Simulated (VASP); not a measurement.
Computed with PBEsol GGA, VASP's PBE PAW potentials (set 64) (plane waves; VASP).

The input files of a VASP run:

**POSCAR**
```
ZnInGaO4
1
    1.6157030000     0.9328270000     8.5222830000
   -1.6157030000     0.9328270000     8.5222830000
    0.0000000000    -1.8656530000     8.5222830000
In Ga Zn O
1 1 1 4
Direct
  0.0000000000   0.0000000000   0.0000000000
  0.7829000000   0.7829000000   0.7829000000
  0.2171000000   0.2171000000   0.2171000000
  0.8718000000   0.8718000000   0.8718000000
  0.1282000000   0.1282000000   0.1282000000
  0.7072000000   0.7072000000   0.7072000000
  0.2928000000   0.2928000000   0.2928000000
```

INCAR:
```
SYSTEM = ZnInGaO4
PREC = Accurate
ENCUT = 400
EDIFF = 1E-6
NELM = 100
ALGO = Normal
LREAL = .FALSE.
LASPH = .TRUE.
ISMEAR = 1
SIGMA = 0.1
GGA = PS
LMAXMIX = 4
LWAVE = .FALSE.
LCHARG = .FALSE.
ISIF = 2
```

### KPOINTS
```
Automatic
0
Gamma
 11 11 11
0 0 0
```

POTCAR, in this order: In_d Ga_d Zn O (PBE.64 set). Program: vasp_std.

Output of the run:

**OUTCAR**
```
 ion  position               nearest neighbor table
   1  0.000  0.000  0.000-   6 2.13   6 2.13   7 2.13   7 2.13   6 2.13   7 2.13   3 3.51   3 3.51
                             3 3.51
   2  0.783  0.783  0.783-   5 1.89   5 1.89   5 1.89   6 1.94   4 2.27
   3  0.217  0.217  0.217-   4 1.89   4 1.89   4 1.89   7 1.94   5 2.27   1 3.51   1 3.51   1 3.51
  LATTYP: Found a trigonal (rhomboedric) cell.
 ALAT       =     8.7241028151
 COS(alpha) =     0.9314019793
 Subroutine PRICEL returns:
 Original cell was already a primitive cell.
 Subroutine GETGRP returns: Found  6 space group operations
The static configuration has the point symmetry C_3v.
The dynamic configuration has the point symmetry C_3v.
 Subroutine INISYM returns: Found  6 space group operations
 Subroutine IBZKPT returns following result:
 Found    146 irreducible k-points:

 Following reciprocal coordinates:
            Coordinates               Weight
  0.000000  0.000000  0.000000      1.000000
  0.090909  0.000000 -0.000000      6.000000
  0.181818  0.000000 -0.000000      6.000000
  0.272727  0.000000 -0.000000      6.000000
  0.363636  0.000000 -0.000000      6.000000
  0.454545  0.000000  0.000000      6.000000
  0.090909  0.090909 -0.000000      6.000000
  0.181818  0.090909 -0.000000     12.000000
  0.272727  0.090909 -0.000000     12.000000
  0.363636  0.090909 -0.000000     12.000000
  0.454545  0.090909  0.000000     12.000000
 -0.454545  0.090909  0.000000     12.000000
 -0.363636  0.090909  0.000000     12.000000
 -0.272727  0.090909  0.000000     12.000000
 -0.181818  0.090909  0.000000     12.000000
 -0.090909  0.090909  0.000000      6.000000
  0.181818  0.181818 -0.000000      6.000000
  0.272727  0.181818 -0.000000     12.000000
  0.363636  0.181818 -0.000000     12.000000
  0.454545  0.181818 -0.000000     12.000000
 -0.454545  0.181818  0.000000     12.000000
...
```

**OSZICAR**
```
       N       E                     dE             d eps       ncg     rms          rms(c)
DAV:   1     0.671315412041E+03    0.67132E+03   -0.25586E+04 11278   0.228E+03
DAV:   2     0.602145056372E+02   -0.61110E+03   -0.58625E+03 11939   0.568E+02
DAV:   3    -0.392583102627E+02   -0.99473E+02   -0.97340E+02 11725   0.213E+02
DAV:   4    -0.454985468768E+02   -0.62402E+01   -0.61828E+01 14789   0.561E+01
DAV:   5    -0.456686689411E+02   -0.17012E+00   -0.16983E+00 13676   0.884E+00    0.190E+01
DAV:   6    -0.398564144555E+02    0.58123E+01   -0.20731E+01 19684   0.725E+01    0.118E+01
DAV:   7    -0.400200460532E+02   -0.16363E+00   -0.32541E+00 11979   0.139E+01    0.589E+00
DAV:   8    -0.399545303253E+02    0.65516E-01   -0.46726E-01 16443   0.573E+00    0.244E+00
DAV:   9    -0.399312809896E+02    0.23249E-01   -0.13803E-01 19064   0.469E+00    0.365E-01
DAV:  10    -0.399309041862E+02    0.37680E-03   -0.17342E-02 14477   0.113E+00    0.167E-01
DAV:  11    -0.399308772817E+02    0.26905E-04   -0.39634E-03 14992   0.451E-01    0.771E-02
DAV:  12    -0.399309670038E+02   -0.89722E-04   -0.43917E-04 13416   0.204E-01    0.318E-02
DAV:  13    -0.399309977313E+02   -0.30727E-04   -0.82848E-05 13309   0.976E-02    0.152E-02
DAV:  14    -0.399309972262E+02    0.50515E-06   -0.20425E-05 14583   0.378E-02    0.868E-03
DAV:  15    -0.399309977872E+02   -0.56100E-06   -0.34907E-06 12266   0.164E-02
   1 F= -.39930998E+02 E0= -.39931055E+02  d E =0.170590E-03
```

File OUTCAR:
```
------------------------ aborting loop because EDIFF is reached ----------------------------------------
  FORCE on cell =-STRESS in cart. coord.  units (eV):
  Direction    XX          YY          ZZ          XY          YZ          ZX
  --------------------------------------------------------------------------------------
  Total        5.3987481      5.3987493      1.3555998      0.0000000      0.0000001     -0.0000000
  in kB      112.2364600    112.2364852     28.1820368      0.0000000      0.0000011     -0.0000000
  external PRESSURE =      84.2183273 kB  Pullay stress =       0.0000000 kB
  volume of cell :       77.07
      direct lattice vectors                 reciprocal lattice vectors
     1.615703000  0.932827000  8.522283000     0.309462816  0.178668420  0.039113143
    -1.615703000  0.932827000  8.522283000    -0.309462816  0.178668420  0.039113143
     0.000000000 -1.865653000  8.522283000     0.000000000 -0.357336840  0.039113164
 POSITION                                       TOTAL-FORCE (eV/Angst)
 -----------------------------------------------------------------------------------
      0.00000      0.00000      0.00000         0.000000     -0.000000     -1.658627
      0.00000      0.00000     20.01629         0.000000      0.000000      1.144508
      0.00000      0.00000      5.55056         0.000000      0.000000      0.396351
      0.00000      0.00000     22.28918         0.000000     -0.000000     -1.861635
      0.00000      0.00000      3.27767         0.000000     -0.000000     -1.310823
      0.00000      0.00000     18.08088         0.000000      0.000000      2.256903
      0.00000      0.00000      7.48597         0.000000      0.000000      1.033323
 -----------------------------------------------------------------------------------
    total drift:                               -0.000000     -0.000003     -0.000629
  FREE ENERGIE OF THE ION-ELECTRON SYSTEM (eV)
  ---------------------------------------------------
  free  energy   TOTEN  =       -39.9309977872 eV

  energy  without entropy=      -39.9311683769  energy(sigma->0) =      -39.93105465
```
(Selected blocks of OUTCAR.)

At this cut-off the stress carries a Pulay error, which pulls relaxed volumes low.

The structure was generated: ZnInGaO4 was put into an ordered model structure, which need not be its known phase. The cell was not relaxed at this level. The run is one of a series of settings (SIGMA = 0.1, KPOINTS 11×11×11 Γ-centred mesh against the base run), some of them coarse on purpose.
